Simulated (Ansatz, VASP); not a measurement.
# In6TeO12 (In6TeO12 (R-3)) in two plane-wave programs, part 2 of 2

One calculation is typed for both programs; each brings its own data sets. How far apart do they land? The cell is taken from a series of runs on this material, whose earlier steps may have relaxed, scaled, displaced or heated it; both programs get it as it stands.

VASP 6.6.1 and Ansatz 0.2.0.

So far: The starting structure; Ansatz: relaxation of cell and atoms, r2SCAN.

## (3) VASP: relaxation of cell and atoms, r2SCAN

Level of this step: r2SCAN; plane waves and PAW (In_d, Te, O) (VASP).

The same cell, functional, mesh and smearing now go to VASP, with its own data sets.

Lines of VASP's logs that name or quote its potential files are left out, and so is its time.

INCAR

```
SYSTEM = In6TeO12
PREC = Accurate
ENCUT = 660
EDIFF = 1E-07
NELM = 120
ISMEAR = -1
SIGMA = 0.01
LREAL = .FALSE.
ALGO = Normal
METAGGA = R2SCAN
LASPH = .TRUE.
NBANDS = 97
LORBIT = 11
LWAVE = .FALSE.
LCHARG = .FALSE.
ISIF = 3
IBRION = 2
NSW = 80
EDIFFG = -0.005
GGA_COMPAT = .FALSE.
NELMIN = 4
EFERMI = MIDGAP
LMIXTAU = .TRUE.
KPAR = 4
```

POSCAR

```
In6TeO12
1.0
    4.7418690000      2.7377190000      3.0115540000
   -4.7418690000      2.7377190000      3.0115540000
    0.0000000000     -5.4754380000      3.0115540000
In Te O
6 1 12
Direct
    0.3937114712      0.6815401733      0.8595474658
    0.6062885288      0.3184598267      0.1404525342
    0.3184597479      0.1404525107      0.6062886311
    0.6815402521      0.8595474893      0.3937113689
    0.8595474479      0.3937115086      0.6815401539
    0.1404525521      0.6062884914      0.3184598461
    0.0000000000      0.0000000000      0.0000000000
    0.0864853282      0.9600225348      0.2996214111
    0.7003786226      0.9135146245      0.0399774788
    0.9600224631      0.2996214693      0.0864853418
    0.5811380564      0.4048894084      0.8244946112
    0.1755054480      0.4188618124      0.5951106636
    0.4048893622      0.8244945854      0.5811381284
    0.8244945520      0.5811381876      0.4048893364
    0.2996213774      0.0864853755      0.9600225212
    0.0399775369      0.7003785307      0.9135146582
    0.5951106378      0.1755054146      0.4188618716
    0.9135146718      0.0399774652      0.7003785889
    0.4188619436      0.5951105916      0.1755053888
```

KPOINTS

```
Automatic mesh
0
Gamma
5 5 5
0 0 0
```

The projector-augmented-wave data sets are In_d, Te and O (PBE family, release 64).

Started as:

```sh
mpirun -np 4 vasp_std
```

Numbers of over 12 decimals in the logs are rounded to 6 here.

Output:

```text
[banner, memory and clock lines left out]
running    4 mpi-ranks, on    1 nodes
 distrk:  each k-point on    1 cores,    4 groups
 distr:  one band on    1 cores,    1 groups

 POSCAR found type information on POSCAR InTeO
 POSCAR found :  3 types and      19 ions
|                                                                             |
|               ----> ADVICE to this user running VASP <----                  |
|                                                                             |
|     You have a (more or less) 'large supercell' and for larger cells it     |
|     might be more efficient to use real-space projection operators.         |
|     Therefore, try LREAL= Auto in the INCAR file.                           |
|     Mind: For very accurate calculation, you might also keep the            |
|     reciprocal projection scheme (i.e. LREAL=.FALSE.).                      |
|                                                                             |

|                                                                             |
|               ----> ADVICE to this user running VASP <----                  |
|                                                                             |
|     You enforced a specific xc type in the INCAR file but a different       |
|     [... a line on the potential file left out ...]
|     I HOPE YOU KNOW WHAT YOU ARE DOING!                                     |
|                                                                             |

 LDA part: xc-table for (None), standard interpolation
 POSCAR, INCAR and KPOINTS ok, starting setup
 FFT: planning ... GRIDC
 FFT: planning ... GRID_SOFT
 FFT: planning ... GRID
 WAVECAR not read
 entering main loop
       N       E                     dE             d eps       ncg     rms          rms(c)
DAV:   1     0.258954719616E+04    0.25895E+04   -0.80999E+04  4671   0.263E+03
DAV:   2     0.402171520077E+03   -0.21874E+04   -0.20657E+04  4526   0.777E+02
DAV:   3    -0.242122833751E+03   -0.64429E+03   -0.60605E+03  4813   0.328E+02
DAV:   4    -0.322573185079E+03   -0.80450E+02   -0.79058E+02  5963   0.122E+02
DAV:   5    -0.324871824213E+03   -0.22986E+01   -0.22885E+01  5780   0.233E+01    0.398E+01
DAV:   6    -0.278248718170E+03    0.46623E+02   -0.52951E+01  6396   0.696E+01    0.259E+01
DAV:   7    -0.262252540685E+03    0.15996E+02   -0.90390E+00  5628   0.129E+01    0.631E+00
DAV:   8    -0.263611369888E+03   -0.13588E+01   -0.38132E+00  5249   0.987E+00    0.494E+00
DAV:   9    -0.264117882158E+03   -0.50651E+00   -0.21966E+00  4833   0.808E+00    0.103E+00
DAV:  10    -0.265475825200E+03   -0.13579E+01   -0.92031E-01  4877   0.535E+00    0.624E-01
DAV:  11    -0.265501948848E+03   -0.26124E-01   -0.39373E-02  5683   0.992E-01    0.522E-01
DAV:  12    -0.265420167357E+03    0.81781E-01   -0.14262E-01  4667   0.219E+00    0.337E-01
DAV:  13    -0.265517482414E+03   -0.97315E-01   -0.38253E-02  4655   0.109E+00    0.808E-02
DAV:  14    -0.265525236370E+03   -0.77540E-02   -0.21564E-03  5211   0.279E-01    0.778E-02
[...]
DAV:  21    -0.265532031528E+03   -0.16018E-03   -0.79028E-05  4821   0.391E-02    0.197E-01
DAV:  22    -0.265532074081E+03   -0.42553E-04   -0.99955E-05  5714   0.476E-02    0.712E-02
DAV:  23    -0.265532083451E+03   -0.93708E-05   -0.95969E-06  4742   0.164E-02    0.381E-02
DAV:  24    -0.265532084104E+03   -0.65237E-06   -0.80819E-07  5292   0.417E-03    0.214E-02
DAV:  25    -0.265532084233E+03   -0.12886E-06   -0.69335E-07  4699   0.427E-03    0.466E-03
DAV:  26    -0.265532084675E+03   -0.44251E-06   -0.15001E-07  3195   0.226E-03    0.269E-03
DAV:  27    -0.265532084802E+03   -0.12729E-06   -0.33889E-08  2700   0.129E-03    0.316E-04
DAV:  28    -0.265532084801E+03    0.17299E-08   -0.14005E-08  2477   0.798E-04
   1 F= -.26553208E+03 E0= -.26553208E+03  d E =-.265532E+03
[... from here on, the cycles between the ionic steps are left out ...]
   3 F= -.26553218E+03 E0= -.26553218E+03  d E =-.905816E-04
   4 F= -.26553222E+03 E0= -.26553222E+03  d E =-.495547E-04
   5 F= -.26553223E+03 E0= -.26553223E+03  d E =-.515484E-04
   6 F= -.26553225E+03 E0= -.26553225E+03  d E =-.275570E-04
   7 F= -.26553225E+03 E0= -.26553225E+03  d E =-.277434E-04
   8 F= -.26553227E+03 E0= -.26553227E+03  d E =-.146731E-04
   9 F= -.26553229E+03 E0= -.26553229E+03  d E =-.330058E-04
  10 F= -.26553230E+03 E0= -.26553230E+03  d E =-.944037E-05
  11 F= -.26553230E+03 E0= -.26553230E+03  d E =-.154340E-04
 curvature:  -2.17 expect dE=-0.308E-04 dE for cont linesearch -0.119E-06
 trial: gam= 0.40268 g(F)=  0.125E-04 g(S)=  0.174E-05 ort = 0.229E-05 (trialstep = 0.615E+00)
 search vector abs. value=  0.315E-04
 bond charge predicted
       N       E                     dE             d eps       ncg     rms          rms(c)
DAV:   1    -0.265532309141E+03   -0.60074E-05   -0.32475E-03  5486   0.222E-01    0.212E-02
DAV:   2    -0.265532312083E+03   -0.29421E-05   -0.92487E-05  5761   0.423E-02    0.604E-03
DAV:   3    -0.265532311192E+03    0.89111E-06   -0.32137E-06  5524   0.108E-02    0.349E-03
DAV:   4    -0.265532310974E+03    0.21788E-06   -0.10439E-06  5665   0.657E-03    0.159E-03
DAV:   5    -0.265532310802E+03    0.17212E-06   -0.34993E-07  3786   0.343E-03    0.109E-03
DAV:   6    -0.265532310604E+03    0.19718E-06   -0.16441E-07  3031   0.207E-03    0.593E-04
DAV:   7    -0.265532310561E+03    0.42892E-07   -0.55412E-08  2925   0.167E-03
  12 F= -.26553231E+03 E0= -.26553231E+03  d E =-.744762E-05
 trial-energy change:   -0.000007  1 .order   -0.000007   -0.000009   -0.000005
 step:   1.4409(harm=  1.4409)  dis= 0.00055  next Energy=  -265.532314 (dE=-0.109E-04)
 reached required accuracy - stopping structural energy minimisation
```

OUTCAR, selected parts (step 3):

```text
ion  position               nearest neighbor table
   1  0.394  0.682  0.860-  13 2.08  19 2.11  11 2.23   9 2.25  12 2.26  16 2.30  15 2.69   2 3.38
                             6 3.44   3 3.44   4 3.47   5 3.47   7 3.52   3 3.54   6 3.54   5 3.86
   2  0.606  0.318  0.140-  17 2.08  11 2.11  19 2.23  15 2.25  14 2.26  10 2.30   9 2.69   1 3.38
                             5 3.44   4 3.44   3 3.47   6 3.47   7 3.52   4 3.54   5 3.54   6 3.86
   3  0.318  0.140  0.606-  12 2.08  13 2.11  17 2.23   8 2.25  11 2.26  15 2.30  18 2.69   4 3.38
                             1 3.44   5 3.44   2 3.47   6 3.47   7 3.52   1 3.54   5 3.54   6 3.86
   4  0.682  0.860  0.394-  14 2.08  17 2.11  13 2.23  18 2.25  19 2.26   9 2.30   8 2.69   3 3.38
                             2 3.44   6 3.44   1 3.47   5 3.47   7 3.52   2 3.54   6 3.54   5 3.86
   5  0.860  0.394  0.682-  11 2.08  12 2.11  14 2.23  16 2.25  17 2.26  18 2.30  10 2.69   6 3.38
                             2 3.44   3 3.44   1 3.47   4 3.47   7 3.52   2 3.54   3 3.54   1 3.86
   6  0.140  0.606  0.318-  19 2.08  14 2.11  12 2.23  10 2.25  13 2.26   8 2.30  16 2.69   5 3.38
                             1 3.44   4 3.44   2 3.47   3 3.47   7 3.52   1 3.54   4 3.54   2 3.86
   7  0.000  0.000  0.000-   9 1.93  15 1.93   8 1.93  18 1.93  16 1.93  10 1.93   3 3.52   4 3.52
                             1 3.52   2 3.52   5 3.52   6 3.52
   8  0.086  0.960  0.300-   7 1.93   3 2.25   6 2.30   4 2.69
   9  0.700  0.914  0.040-   7 1.93   1 2.25   4 2.30   2 2.69
  10  0.960  0.300  0.086-   7 1.93   6 2.25   2 2.30   5 2.69
  11  0.581  0.405  0.824-   5 2.08   2 2.11   1 2.23   3 2.26
  12  0.176  0.419  0.595-   3 2.08   5 2.11   6 2.23   1 2.26
  13  0.405  0.824  0.581-   1 2.08   3 2.11   4 2.23   6 2.26
  14  0.824  0.581  0.405-   4 2.08   6 2.11   5 2.23   2 2.26
  15  0.300  0.086  0.960-   7 1.93   2 2.25   3 2.30   1 2.69
  16  0.040  0.700  0.914-   7 1.93   5 2.25   1 2.30   6 2.69
  17  0.595  0.176  0.419-   2 2.08   4 2.11   3 2.23   5 2.26
  18  0.914  0.040  0.700-   7 1.93   4 2.25   5 2.30   3 2.69
  19  0.419  0.595  0.176-   6 2.08   1 2.11   2 2.23   4 2.26

  LATTYP: Found a trigonal (rhomboedric) cell.
 ALAT       =     6.2489902214
 COS(alpha) =    -0.1516202587

 Subroutine GETGRP returns: Found  6 space group operations
 (whereof  6 operations were pure point group operations)

The static configuration has the point symmetry S_6 .

 Found     23 irreducible k-points:

   k-points           NKPTS =     23   k-points in BZ     NKDIM =     23   number of bands    NBANDS=     97

   dimension x,y,z NGX =    54 NGY =   54 NGZ =   54
   dimension x,y,z NGXF=   108 NGYF=  108 NGZF=  108

   ENCUT  =  660.0 eV  48.51 Ry    6.96 a.u.  13.09 13.09 13.09*2*pi/ulx,y,z

   NELECT =     156.0000    total number of electrons

 k-points in reciprocal lattice and weights: Automatic mesh
   0.00000000  0.00000000  0.00000000       0.008
   0.20000000  0.00000000 -0.00000000       0.048
   0.40000000  0.00000000  0.00000000       0.048
   0.20000000  0.20000000 -0.00000000       0.048
   0.40000000  0.20000000 -0.00000000       0.048
  -0.40000000  0.00000000 -0.20000000       0.048
  -0.40000000  0.20000000 -0.00000000       0.048
   0.40000000  0.00000000 -0.20000000       0.048
  -0.20000000  0.20000000  0.00000000       0.048
[...]
0.40000000  0.40000000  0.40000000       0.016
  -0.40000000  0.40000000  0.40000000       0.048

 average (electrostatic) potential at core
       1 -98.7353       2 -98.7353       3 -98.7353       4 -98.7353       5 -98.7353
       6 -98.7353       7 -94.5711       8 -71.7390       9 -71.7390      10 -71.7390
      11 -71.4383      12 -71.4383      13 -71.4383      14 -71.4383      15 -71.7390
      16 -71.7390      17 -71.4383      18 -71.7390      19 -71.4383

 E-fermi :   6.2411

 k-point     1 :       0.0000    0.0000    0.0000
  band No.  band energies     occupation
    ...
     74       5.0661      2.00000
     75       5.0661      2.00000
     76       5.1080      2.00000
     77       5.1080      2.00000
     78       5.2979      2.00000
     79       7.1844      0.00000
     80      10.9416      0.00000
     81      11.8775      0.00000
     82      11.8775      0.00000
     83      11.9854      0.00000
    ...

 k-point     2 :       0.2000    0.0000   -0.0000
  band No.  band energies     occupation
    ...
     74       4.9503      2.00000
     75       5.0260      2.00000
     76       5.0785      2.00000
     77       5.1185      2.00000
     78       5.2550      2.00000
     79       7.8170      0.00000
     80      10.7557      0.00000
     81      11.6460      0.00000
     82      11.9006      0.00000
     83      12.0211      0.00000
    ...

 k-point     3 :       0.4000    0.0000    0.0000
  band No.  band energies     occupation
    ...
     74       4.8681      2.00000
     75       4.9290      2.00000
     76       5.0437      2.00000
     77       5.1269      2.00000
     78       5.2419      2.00000
     79       8.9705      0.00000
     80      10.1550      0.00000
     81      11.2707      0.00000
     82      12.0002      0.00000
     83      12.0901      0.00000
    ...

  Total        0.0025389      0.0025389     -0.0017293      0.0000008      0.0000000      0.0000000
  in kB        0.0173441      0.0173441     -0.0118131      0.0000052      0.0000000      0.0000000
  external PRESSURE =       0.0076250 kB  Pullay stress =       0.0000000 kB

  energy-cutoff  :      660.00
  volume of cell :      234.53
      direct lattice vectors                 reciprocal lattice vectors
     4.742922749  2.738327140  3.009684742     0.105420233  0.060864402  0.110753571
    -4.742922539  2.738327504  3.009684742    -0.105420229  0.060864410  0.110753571
    -0.000000210 -5.476654643  3.009684742    -0.000000005 -0.121728813  0.110753571

 POSITION                                       TOTAL-FORCE (eV/Angst)
 -----------------------------------------------------------------------------------
     -1.36399     -1.76178      5.82428        -0.000577     -0.001211     -0.000737
      1.36399      1.76178      3.20477         0.000577      0.001211      0.000737
      0.84375     -2.06214      3.20477         0.000760     -0.001105      0.000737
     -0.84375      2.06214      5.82428        -0.000760      0.001105     -0.000737
      2.20774     -0.30036      5.82428         0.001337      0.000106     -0.000737
     -2.20774      0.30036      3.20477        -0.001337     -0.000106      0.000737
      0.00000     -0.00000      0.00000        -0.000000      0.000000      0.000000
     -4.13930      1.22673      4.05202        -0.000240      0.001437      0.000167
     -1.00727      4.19810      4.97703         0.001124      0.000926     -0.000167
      3.13203      2.97137      4.05202         0.001365     -0.000511      0.000167
      0.83663     -1.81564      5.44941        -0.000128      0.003369      0.001296
     -1.15408     -1.63236      3.57965         0.002853      0.001795     -0.001296
     -1.99071      0.18328      5.44941         0.002981     -0.001573      0.001296
      1.15408      1.63236      5.44941        -0.002853     -0.001795      0.001296
      1.00727     -4.19810      4.05202        -0.001124     -0.000926      0.000167
     -3.13203     -2.97137      4.97703        -0.001365      0.000511     -0.000167
      1.99071     -0.18328      3.57965        -0.002981      0.001573     -0.001296
      4.13930     -1.22673      4.97703         0.000240     -0.001437     -0.000167
     -0.83663      1.81564      3.57965         0.000128     -0.003369     -0.001296
 -----------------------------------------------------------------------------------
    total drift:                                0.000000      0.000000     -0.000000

  FREE ENERGIE OF THE ION-ELECTRON SYSTEM (eV)
  ---------------------------------------------------
  free  energy   TOTEN  =      -265.5323105615 eV

  energy  without entropy=     -265.5323105615  energy(sigma->0) =     -265.53231056

 reached required accuracy - stopping structural energy minimisation

 total charge
# of ion       s       p       d       tot
------------------------------------------
    1        0.612   0.629  10.059  11.301
    2        0.612   0.629  10.059  11.301
    3        0.612   0.629  10.059  11.301
    4        0.612   0.629  10.059  11.301
    5        0.612   0.629  10.059  11.301
    6        0.612   0.629  10.059  11.301
    7        1.174   1.557   0.532   3.264
    8        1.572   3.499   0.000   5.071
    9        1.572   3.499   0.000   5.071
   10        1.572   3.499   0.000   5.071
   11        1.563   3.501   0.000   5.065
   12        1.563   3.501   0.000   5.065
   13        1.563   3.501   0.000   5.065
   14        1.563   3.501   0.000   5.065
   15        1.572   3.499   0.000   5.071
   16        1.572   3.499   0.000   5.071
   17        1.563   3.501   0.000   5.065
   18        1.572   3.499   0.000   5.071
   19        1.563   3.501   0.000   5.065
--------------------------------------------------
tot         23.659  47.334  60.889 131.882

[... 3 further parts left out ...]
```

CONTCAR:

```
In6TeO12
   1.00000000000000
     4.7429227493408712    2.7383271396612194    3.0096847424088047
    -4.7429225392643053    2.7383275035245545    3.0096847424088047
    -0.0000002100765683   -5.4766546431857739    3.0096847424088047
  In              Te              O
     6     1    12
Direct
     0.3940384580170632    0.6816222132054293    0.8595190600573265
     0.6059615419829364    0.3183777867945707    0.1404809399426733
     0.3183777079945766    0.1404809164426712    0.6059616442829331
     0.6816222920054235    0.8595190835573288    0.3940383557170669
     0.8595190421573323    0.3940384954170609    0.6816221938054279
     0.1404809578426678    0.6059615045829390    0.3183778061945721
     0.0000000000000000    0.0000000000000000    0.0000000000000000
     0.0870743998547139    0.9598061250977059    0.2994480838030928
     0.7005519498968974    0.9129255528452895    0.0401938885022936
     0.9598060533977052    0.2994481420030958    0.0870744134547205
     0.5812306668946459    0.4048358663435466    0.8245576098746428
     0.1754424493253642    0.4187692019053539    0.5951642056564608
     0.4048358201435487    0.8245575840746339    0.5812307388946460
     0.8245575506746359    0.5812307980946460    0.4048357943435396
     0.2994480501031026    0.0870744471547107    0.9598061114977064
     0.0401939466022948    0.7005518579969040    0.9129255865452797
     0.5951641798564513    0.1754424159253661    0.4187692611053541
     0.9129256001452861    0.0401938749022941    0.7005519161969072
     0.4187693331053541    0.5951641336564534    0.1754423901253571
```

## (4) Differences

Known differences besides the potentials themselves: VASP keeps PBE cores, Ansatz makes them for the functional; the data sets hold 166 valence electrons in Ansatz (on its default PAW (the set named soft_2) files) and 156 in VASP; the cutoff is 500 eV in Ansatz and 660 eV in VASP; Ansatz adds a Pulay correction to the stress that steers its cell, VASP none. Total energies have different zeros and are not compared.

Both answers:

| quantity | Ansatz | VASP | difference |
| --- | --- | --- | --- |
| volume (Å³) | 233.86 | 234.53 | -0.29 % |
| edge a after relaxation, in the typed setting (Å) | 6.244 | 6.249 | -0.09 % |

## (5) What came out

- difference in volume (relaxation of cell and atoms, r2SCAN): -0.29 %

**Reading.** The difference in volume is -0.29 % (relaxation of cell and atoms, r2SCAN), within the 1.2 % picked in this series as the mark of a large difference, as far as the stopping tolerances let one tell. The data sets hold unlike numbers of valence electrons (166 in Ansatz and 156 in VASP), so part of the differences comes from the potentials. Such differences can come from data sets, numerical settings and the points named under the comparisons, not from the functional's error against experiment.

[Lines on the potential files, build, host, timing and source positions are cut from VASP's logs without a mark.]

[Logs are printed without paths, hosts, clocks, repeated set-up lines and the standing remarks that a program may print on its own settings, such as how far it seeks lower states.]

[Hosts, paths, dates, database ids (printed as entryN), source tags and the programs' standing remarks are cut or masked in the printed files.]
